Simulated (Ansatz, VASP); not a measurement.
# Cross-check of Ga2O3 (partly crystallised Ga2O3) between VASP and Ansatz, part 2 of 2

One calculation is typed for both programs; each brings its own data sets. How far apart do they land? Of the first pair: The structure shown is the end of the Ansatz relaxation below.

VASP 6.6.1 and Ansatz 0.2.0.

So far. Step 3 (VASP: single point, PBE, relaxed cell, pair 1): The run ends at a pressure of 10.63 GPa, with forces up to 0.092 eV/Å.

### Step 4. Differences

Known differences besides the potentials themselves: VASP starts from the moments at which Ansatz ended; the cutoff is 420 eV in Ansatz and 520 eV in VASP (PREC = Accurate, projectors in real space). Total energies have different zeros and are not compared.

The two programs side by side:

```csv
quantity,Ansatz,VASP,difference
total moment (μB),-0.66,-0.62,-0.04
```

Forces on 7 of the 95 atoms, those with the largest forces and the largest differences (eV/Å; atoms numbered as in POSCAR):

```csv
atom,"Ansatz x, y, z","VASP x, y, z"
Ga9,"-0.006, 0.000, 0.023","-0.010, -0.032, 0.086"
Ga22,"0.007, 0.024, -0.005","0.025, 0.031, 0.064"
Ga32,"0.026, 0.012, -0.005","0.075, 0.026, 0.023"
O48,"0.010, -0.009, -0.005","0.055, -0.043, -0.052"
O60,"0.004, 0.018, -0.015","0.006, 0.061, -0.066"
O63,"-0.023, 0.003, 0.008","-0.012, -0.050, 0.045"
O66,"0.013, -0.024, 0.001","0.053, -0.071, 0.007"
```

The forces differ by 21 meV/Å r.m.s., which is 80.5 % of the r.m.s. force of 0.026 eV/Å (both taken over all components). Without spin-orbit coupling the overall direction of the spins is arbitrary; the signs of Ansatz's moments are turned here to match VASP's. The cell carries a charge of -1 e against a uniform background, so its pressure also hangs on how the neutralising background is counted, and in a defect's cell a gap may be the spacing between its levels.

### Step 5. Ansatz: relaxation, PBE

The two programs are compared at the cell with which this relaxation starts, whose forces are those of its first step.

The structure compared here is the start of the Ansatz relaxation; VASP solves that cell, so the two are compared at the walk's first step.

File input.yaml:

```yaml
crystal:
  lattice:
    - [9.84786, 0.0, 0.0]
    - [0.0, 9.84786, 0.0]
    - [0.0, 0.0, 9.84786]
  atoms:
    - { symbol: Ga, position: [0.97527, 0.51486, 0.26278] }
    - { symbol: Ga, position: [0.5999, 0.71004, 0.75221] }
    - { symbol: Ga, position: [0.10124, 0.03698, 0.96517] }
    - { symbol: Ga, position: [0.28893, 0.24033, 0.76435] }
    - { symbol: Ga, position: [0.50174, 0.20134, 0.08245] }
    - { symbol: Ga, position: [0.69776, 0.38974, 0.92454] }
    - { symbol: Ga, position: [0.9974, 0.10031, 0.29866] }
    - { symbol: Ga, position: [0.85998, 0.24489, 0.08843] }
    - { symbol: Ga, position: [0.29952, 0.52909, 0.24726] }
    - { symbol: Ga, position: [0.12075, 0.52698, 0.62152] }
    - { symbol: Ga, position: [0.65884, 0.98953, 0.26634] }
    - { symbol: Ga, position: [0.39115, 0.97667, 0.59078] }
    - { symbol: Ga, position: [0.605, 0.45374, 0.23248] }
    - { symbol: Ga, position: [0.92052, 0.85402, 0.18068] }
    - { symbol: Ga, position: [0.74351, 0.95038, 0.57299] }
    - { symbol: Ga, position: [0.20987, 0.2832, 0.10027] }
    - { symbol: Ga, position: [0.18161, 0.30107, 0.44839] }
    - { symbol: Ga, position: [0.40245, 0.96555, 0.94709] }
    - { symbol: Ga, position: [0.40608, 0.47901, 0.93877] }
    - { symbol: Ga, position: [0.10373, 0.04502, 0.59048] }
    - { symbol: Ga, position: [0.19498, 0.76186, 0.0931] }
    - { symbol: Ga, position: [0.06679, 0.49988, 0.92701] }
    - { symbol: Ga, position: [0.46035, 0.73858, 0.43606] }
    - { symbol: Ga, position: [0.12358, 0.77407, 0.44716] }
    - { symbol: Ga, position: [0.47521, 0.22082, 0.43671] }
    - { symbol: Ga, position: [0.86788, 0.58937, 0.68677] }
    - { symbol: Ga, position: [0.80997, 0.64272, 0.02049] }
    - { symbol: Ga, position: [0.93091, 0.22309, 0.74007] }
    - { symbol: Ga, position: [0.66184, 0.42092, 0.5875] }
    - { symbol: Ga, position: [0.31494, 0.74026, 0.75832] }
[... 59 atom lines left out ...]
    - { symbol: O, position: [0.23947, 0.37839, 0.63518] }
    - { symbol: O, position: [0.711, 0.75791, 0.89897] }
    - { symbol: O, position: [0.48524, 0.6222, 0.26538] }
    - { symbol: O, position: [0.9203, 0.2936, 0.2762] }
    - { symbol: O, position: [0.30786, 0.11756, 0.03471] }
    - { symbol: O, position: [0.93378, 0.97339, 0.65944] }
kpoints:
  mp_grid: { grid: [1, 1, 1] }
hamiltonian:
  xc: pbe
scf:
  occupations: { method: fixed }
output:
  forces: true
relax:
  f_tol: 0.05
  max_steps: 120
```

Command:

```sh
ansatz run input.yaml --threads 4 --pin off --max-ram 8192MiB --backend cpu --events-out ev --progress --plain --runs-dir out
```

Numbers of over 12 decimals in the logs are rounded to 6 here.

Log:

```text
[...]
Crystal: 95 atoms, lattice volume = 955.049 Å³
Basis set: ecut = 420 eV, 18805 PW (Γ), exchange–correlation on 144×144×144 points (8 copies of the dense FFT grid, shifted against one another)
Bands: 513, of which v1, the nominal top of the filled ones, is band 418 counted from 1 (417 counted from 0)
Symmetry: 1 space group operations
[...]
k-points: 1
[...]
SCF iter   1: F=—  HF=-176105.942635 eV  |F-HF|=—  |Δ(HF+E_count)|=         —  Δρ=3.38e-3  dr2=1.67e-1  ethr=1.77e-3  ⟨swp⟩=4.0  Hψ=1374  notcnv=0  defer=89
[...]
- { symbol: O, position: [0.679287, 1.013997, 0.759763] }
    - { symbol: O, position: [0.484698, 0.807017, 0.633611] }
    - { symbol: O, position: [0.252874, 0.134651, 0.575373] }
    - { symbol: O, position: [0.397211, 0.369855, 0.127140] }
    - { symbol: O, position: [0.525388, 0.324781, 0.625219] }
    - { symbol: O, position: [0.451001, 0.563243, 0.776967] }
    - { symbol: O, position: [0.351219, 0.899907, 0.408087] }
[...]
- { symbol: O, position: [0.476603, 0.604657, 0.272820] }
    - { symbol: O, position: [0.920300, 0.272622, 0.285591] }
    - { symbol: O, position: [0.320545, 0.123478, 0.067295] }
    - { symbol: O, position: [0.955876, 0.943841, 0.691001] }
```

### Step 6. VASP: single point, PBE, start cell, pair 2

The same cell, functional and mesh now go to VASP, with its own data sets.

File INCAR:

```
SYSTEM = Ga2O3
PREC = Accurate
ENCUT = 520
EDIFF = 1E-06
NELM = 120
ISMEAR = 0
SIGMA = 0.01
LREAL = Auto
ALGO = Normal
GGA = PE
NBANDS = 488
LORBIT = 11
LWAVE = .FALSE.
LCHARG = .FALSE.
ISIF = 2
LASPH = .TRUE.
GGA_COMPAT = .FALSE.
EFERMI = MIDGAP
NCORE = 2
```

File POSCAR:

```
Ga2O3
1.0
    9.8478600000      0.0000000000      0.0000000000
    0.0000000000      9.8478600000      0.0000000000
    0.0000000000      0.0000000000      9.8478600000
Ga O
38 57
Direct
    0.9752677231      0.5148631276      0.2627779030
    0.5998968304      0.7100425879      0.7522141866
    0.1012402695      0.0369826541      0.9651741597
    0.2889257158      0.2403263247      0.7643488027
    0.5017435260      0.2013432360      0.0824544622
    0.6977556545      0.3897394967      0.9245358890
    0.9974045122      0.1003060563      0.2986638722
    0.8599837934      0.2448856909      0.0884253026
    0.2995168493      0.5290895687      0.2472618417
    0.1207470456      0.5269774347      0.6215157405
    0.6588436472      0.9895347822      0.2663421292
    0.3911509709      0.9766690428      0.5907780980
    0.6050045391      0.4537432498      0.2324769036
    0.9205248653      0.8540231076      0.1806788480
    0.7435117883      0.9503790671      0.5729874308
    0.2098730079      0.2831985832      0.1002654384
    0.1816130611      0.3010704864      0.4483918334
    0.4024529187      0.9655498758      0.9470890122
    0.4060780718      0.4790076220      0.9387724846
    0.1037281196      0.0450250105      0.5904836178
    0.1949763705      0.7618609525      0.0930963681
    0.0667860835      0.4998750998      0.9270135847
    0.4603538231      0.7385767060      0.4360642820
    0.1235801484      0.7740666500      0.4471631400
    0.4752098425      0.2208195486      0.4367141694
    0.8678839870      0.5893666238      0.6867684959
    0.8099729281      0.6427183165      0.0204917617
    0.9309129090      0.2230941545      0.7400694161
    0.6618392219      0.4209239368      0.5874981976
    0.3149415203      0.7402623514      0.7583170354
[... 59 atom lines left out ...]
    0.2394733475      0.3783867764      0.6351836846
    0.7109971100      0.7579108558      0.8989668821
    0.4852424791      0.6221960913      0.2653774526
    0.9203014665      0.2935967814      0.2762021393
    0.3078638405      0.1175585356      0.0347080482
    0.9337764753      0.9733891424      0.6594427622
```

File KPOINTS:

```
Automatic mesh
0
Gamma
1 1 1
0 0 0
```

PAW data sets: Ga_d and O (PBE family, release 64).

Command:

```sh
mpirun -np 8 vasp_gam
```

Log:

```text
[... set-up lines as in an earlier step ...]
 entering main loop
       N       E                     dE             d eps       ncg     rms          rms(c)
DAV:   1     0.246570022749E+05    0.24657E+05   -0.28165E+05   976   0.372E+03
DAV:   2     0.577131694729E+04   -0.18886E+05   -0.17959E+05   976   0.107E+03
DAV:   3     0.282484074466E+03   -0.54888E+04   -0.51887E+04  1208   0.393E+02
DAV:   4    -0.528104880513E+03   -0.81059E+03   -0.78320E+03  1056   0.156E+02
[...]
DAV:  19    -0.542058610336E+03    0.95853E-06   -0.25663E-05  1496   0.352E-02    0.378E-03
DAV:  20    -0.542058612958E+03   -0.26224E-05   -0.33401E-05  1008   0.159E-02    0.268E-03
DAV:  21    -0.542058613211E+03   -0.25296E-06   -0.73996E-06   784   0.112E-02
   1 F= -.54205861E+03 E0= -.54205861E+03  d E =0.000000E+00
```

OUTCAR, selected parts (step 6):

```text
  Total      -15.4170351    -15.7731149     -7.6870159      4.7533561     26.9619672      4.1586149
  in kB      -25.8634137    -26.4607684    -12.8956360      7.9741671     45.2310387      6.9764371
  external PRESSURE =     -21.7399394 kB  Pullay stress =       0.0000000 kB

 POSITION                                       TOTAL-FORCE (eV/Angst)
 -----------------------------------------------------------------------------------
      9.60430      5.07030      2.58780         0.214206     -0.231952      0.440140
      5.90770      6.99240      7.40770        -0.103840     -0.469349     -0.169939
      0.99700      0.36420      9.50490        -0.390381     -0.306444      0.147261
      2.84530      2.36670      7.52720        -0.811354     -0.385862     -0.071590
      4.94110      1.98280      0.81200         0.268159      0.274382     -0.217976
      6.87140      3.83810      9.10470        -0.126322     -0.321799     -0.415287
      9.82230      0.98780      2.94120        -0.070962     -0.127196      0.276345
      8.46900      2.41160      0.87080         0.009561     -0.205883     -0.125299
[...]
3.92790      4.78520      5.74310        -0.011760      0.044887     -0.244533
      7.32810      9.38910      9.21150        -0.166211     -0.231507     -0.339521
      0.16070      8.10290      7.62520        -0.148791      0.323777      0.001345
      5.11020      7.17160      0.83350        -0.547396     -0.248159      0.202941
      2.86180      0.03370      2.57190         0.383444     -0.056718     -0.181744
[...]
-----------------------------------------------------------------------------------
    total drift:                               -0.009720     -0.027827      0.004399

  FREE ENERGIE OF THE ION-ELECTRON SYSTEM (eV)
  ---------------------------------------------------
  free  energy   TOTEN  =      -542.0586132113 eV

  energy  without entropy=     -542.0586132113  energy(sigma->0) =     -542.05861321

[... 2 parts as in an earlier step ...]

[... 1 further part left out ...]
[key lines of the parts left out:]
E-fermi :   5.3866
```

The run ends at a pressure of -2.17 GPa, with forces up to 1.5 eV/Å.

### Step 7. Differences

What differs besides the data sets and the points named for the pairs above, as far as they apply: fixed occupations in Ansatz, narrow Gaussian smearing in VASP. Total energies have different zeros and are not compared.

Forces on 10 of the 95 atoms, those with the largest forces and the largest differences (eV/Å; atoms numbered as in POSCAR):

```csv
atom,"Ansatz x, y, z","VASP x, y, z"
Ga4,"-0.845, -0.399, -0.063","-0.811, -0.386, -0.072"
Ga11,"0.762, -0.092, 0.268","0.743, -0.079, 0.248"
Ga22,"-0.332, -0.012, -1.468","-0.314, -0.019, -1.420"
Ga26,"-0.424, -0.889, -0.118","-0.413, -0.885, -0.109"
Ga28,"-0.184, 0.953, 0.184","-0.175, 0.923, 0.177"
O44,"0.073, -0.201, -0.296","0.036, -0.225, -0.263"
O45,"0.227, 0.895, 0.466","0.242, 0.884, 0.463"
O48,"-0.213, 0.498, 0.113","-0.167, 0.481, 0.064"
O66,"-0.292, -0.349, 0.193","-0.249, -0.389, 0.189"
O82,"-0.739, -0.317, 0.281","-0.726, -0.323, 0.266"
```

The forces differ by 17 meV/Å r.m.s., which is 5.2 % of the r.m.s. force of 0.323 eV/Å (both taken over all components).

### Step 8. Ansatz: relaxation, PBE

This run makes the geometry at which the two programs are then compared.

The structure compared here is the end of the Ansatz relaxation.

input.yaml is that of step 5.

Command:

```sh
ansatz run input.yaml --threads 4 --pin off --max-ram 8192MiB --backend cpu --events-out ev --progress --plain --runs-dir out
```

Log:

```text
[...]
Crystal: 95 atoms, lattice volume = 955.049 Å³
Basis set: ecut = 420 eV, 18805 PW (Γ), exchange–correlation on 144×144×144 points (8 copies of the dense FFT grid, shifted against one another)
Bands: 513, of which v1, the nominal top of the filled ones, is band 418 counted from 1 (417 counted from 0)
Symmetry: 1 space group operations
[...]
k-points: 1
[...]
SCF iter   1: F=—  HF=-176105.942635 eV  |F-HF|=—  |Δ(HF+E_count)|=         —  Δρ=3.38e-3  dr2=1.67e-1  ethr=1.77e-3  ⟨swp⟩=4.0  Hψ=1374  notcnv=0  defer=89
[...]
- { symbol: O, position: [0.679287, 1.013997, 0.759763] }
    - { symbol: O, position: [0.484698, 0.807017, 0.633611] }
    - { symbol: O, position: [0.252874, 0.134651, 0.575373] }
    - { symbol: O, position: [0.397211, 0.369855, 0.127140] }
    - { symbol: O, position: [0.525388, 0.324781, 0.625219] }
    - { symbol: O, position: [0.451001, 0.563243, 0.776967] }
    - { symbol: O, position: [0.351219, 0.899907, 0.408087] }
[...]
- { symbol: O, position: [0.476603, 0.604657, 0.272820] }
    - { symbol: O, position: [0.920300, 0.272622, 0.285591] }
    - { symbol: O, position: [0.320545, 0.123478, 0.067295] }
    - { symbol: O, position: [0.955876, 0.943841, 0.691001] }
```

### Step 9. VASP: single point, PBE, relaxed cell, pair 3

The same cell, functional and mesh now go to VASP, with its own data sets.

INCAR is that of step 6.

File POSCAR:

```
Ga2O3
1.0
    9.8478600000      0.0000000000      0.0000000000
    0.0000000000      9.8478600000      0.0000000000
    0.0000000000      0.0000000000      9.8478600000
Ga O
38 57
Direct
    0.9708600000      0.4624300000      0.2860900000
    0.6129200000      0.6774800000      0.7203600000
    0.0494700000      0.0302600000      0.9578200000
    0.2521400000      0.2345700000      0.7655600000
    0.5110200000      0.2116300000      0.0755200000
    0.7106100000      0.3989000000      0.9200200000
    0.0343000000      0.0886700000      0.2729900000
    0.8475100000      0.2152400000      0.0957000000
    0.2955000000      0.5324500000      0.2340800000
    0.1455900000      0.5404300000      0.5963100000
    0.6654300000      0.9684100000      0.2928100000
    0.3766600000      0.9762600000      0.5847900000
    0.6268900000      0.4683600000      0.2213600000
    0.8964500000      0.8627900000      0.1549600000
    0.7773800000      0.9404700000      0.6175700000
    0.2105600000      0.2812600000      0.1035700000
    0.1961500000      0.2858400000      0.4601800000
    0.3802900000      0.9777000000      0.9509100000
    0.4119700000      0.4725300000      0.9484300000
    0.0861100000      0.0418400000      0.5962500000
    0.1822200000      0.7751500000      0.0985600000
    0.0697500000      0.5038900000      0.8946700000
    0.4544900000      0.7309500000      0.4399800000
    0.0766900000      0.7838400000      0.4020200000
    0.5057000000      0.2291900000      0.4323600000
    0.8835600000      0.6003200000      0.6659800000
    0.8370100000      0.6575800000      0.9790400000
    0.9299800000      0.2591800000      0.7384400000
    0.6879100000      0.4204300000      0.5725500000
    0.3461500000      0.7310100000      0.7507500000
[... 59 atom lines left out ...]
    0.2498800000      0.3816600000      0.6434100000
    0.6975400000      0.7466300000      0.8832200000
    0.4766000000      0.6046600000      0.2728200000
    0.9203000000      0.2726200000      0.2855900000
    0.3205500000      0.1234800000      0.0673000000
    0.9558800000      0.9438400000      0.6910000000
```

KPOINTS is that of step 6.

Command:

```sh
mpirun -np 8 vasp_gam
```

Log:

```text
[... set-up lines as in an earlier step ...]
 entering main loop
       N       E                     dE             d eps       ncg     rms          rms(c)
DAV:   1     0.247534735228E+05    0.24753E+05   -0.28254E+05   984   0.372E+03
DAV:   2     0.571658870790E+04   -0.19037E+05   -0.18110E+05   976   0.106E+03
DAV:   3     0.251102297385E+03   -0.54655E+04   -0.51508E+04  1192   0.394E+02
DAV:   4    -0.544169564143E+03   -0.79527E+03   -0.77203E+03  1064   0.156E+02
[...]
DAV:  20    -0.547261340516E+03    0.10941E-05   -0.68353E-06  1080   0.327E-02    0.289E-03
DAV:  21    -0.547261341428E+03   -0.91197E-06   -0.12279E-05  1008   0.144E-02    0.271E-03
DAV:  22    -0.547261341539E+03   -0.11074E-06   -0.53723E-06   784   0.108E-02
   1 F= -.54726134E+03 E0= -.54726134E+03  d E =0.000000E+00
```

Parts of OUTCAR (step 9):

```text
  Total       47.2201201     42.6754620     48.4117026     14.1644369     31.1845800     -3.0061082
  in kB       79.2158473     71.5917891     81.2148303     23.7620715     52.3148379     -5.0430072
  external PRESSURE =      77.3408222 kB  Pullay stress =       0.0000000 kB

 POSITION                                       TOTAL-FORCE (eV/Angst)
 -----------------------------------------------------------------------------------
      9.56089      4.55395      2.81737        -0.011928      0.047738     -0.004587
      6.03595      6.67173      7.09400        -0.017642      0.039691      0.033247
      0.48717      0.29800      9.43248        -0.017448      0.005461     -0.001341
      2.48304      2.31001      7.53913         0.024964      0.007654      0.001170
      5.03245      2.08410      0.74371         0.031921     -0.016296      0.016306
      6.99799      3.92831      9.06023        -0.011102      0.042980     -0.017233
      0.33778      0.87321      2.68837        -0.025418      0.000803      0.030726
      8.34616      2.11965      0.94244        -0.004373      0.008812     -0.011088
      2.91004      5.24349      2.30519        -0.019477     -0.028748      0.065925
      1.43375      5.32208      5.87238        -0.035645     -0.001828     -0.000652
      6.55306      9.53677      2.88355        -0.019860     -0.017569      0.017372
      3.70929      9.61407      5.75893         0.026316      0.014973      0.031587
[...]
4.07829      4.65351      5.77242        -0.001254     -0.010938      0.016196
[...]
-----------------------------------------------------------------------------------
    total drift:                               -0.006316     -0.005564     -0.033084

  FREE ENERGIE OF THE ION-ELECTRON SYSTEM (eV)
  ---------------------------------------------------
  free  energy   TOTEN  =      -547.2613415388 eV

  energy  without entropy=     -547.2613415388  energy(sigma->0) =     -547.26134154

[... 2 parts as in an earlier step ...]

[... 1 further part left out ...]
[key lines of the parts left out:]
E-fermi :   5.4439
```

The run ends at a pressure of 7.73 GPa, with forces up to 0.075 eV/Å.

### Step 10. Differences

Compared:

```csv
quantity,Ansatz,VASP,difference
gap on the k mesh (eV),1.375,1.354,+0.021
```

Forces on 7 of the 95 atoms, those with the largest forces and the largest differences (eV/Å; atoms numbered as in POSCAR):

```csv
atom,"Ansatz x, y, z","VASP x, y, z"
Ga9,"-0.013, 0.004, 0.003","-0.019, -0.029, 0.066"
Ga22,"0.025, -0.017, -0.010","0.044, -0.011, 0.060"
Ga27,"-0.002, 0.032, -0.007","-0.048, 0.045, 0.025"
O48,"0.000, 0.003, 0.001","0.045, -0.034, -0.048"
O60,"0.003, -0.005, 0.002","0.006, 0.039, -0.048"
O63,"-0.009, -0.003, -0.008","-0.001, -0.059, 0.029"
O77,"0.007, 0.003, -0.005","0.026, 0.037, -0.042"
```

The forces differ by 21 meV/Å r.m.s., where the r.m.s. force is 0.007 eV/Å in Ansatz and 0.022 eV/Å in VASP: the atoms lie near their places of rest in Ansatz, so a percentage would say little (all taken over all components). A gap on the mesh is an upper bound, since the band edges may lie between its points.

### Step 11. What came out

```json
{
  "r.m.s. force difference (single point, PBE, relaxed cell, pair 1)": "21 meV/Å",
  "r.m.s. force difference (single point, PBE, start cell, pair 2)": "5.2 % of the r.m.s. force",
  "r.m.s. force difference (single point, PBE, relaxed cell, pair 3)": "21 meV/Å"
}
```

In words: The r.m.s. force difference is 21 meV/Å (single point, PBE, relaxed cell, pair 3), beyond the 12 meV/Å picked in this series as the mark of a large difference. What causes the difference of the single point, PBE, relaxed cell, pair 1 pair stays open here. What causes the difference of the single point, PBE, start cell, pair 2 pair stays open here. What causes the difference of the single point, PBE, relaxed cell, pair 3 pair stays open here. 1 further run of this series is not shown here. How closely two codes agree says nothing of how well the functional describes the real material.

[Lines on the potential files, build, host, timing and source positions are cut from VASP's logs without a mark.]

[Logs are printed without paths, hosts, clocks, repeated set-up lines and the standing remarks that a program may print on its own settings, such as how far it seeks lower states.]

[Hosts, paths, dates, database ids (printed as entryN), source tags and the programs' standing remarks are cut or masked in the printed files.]
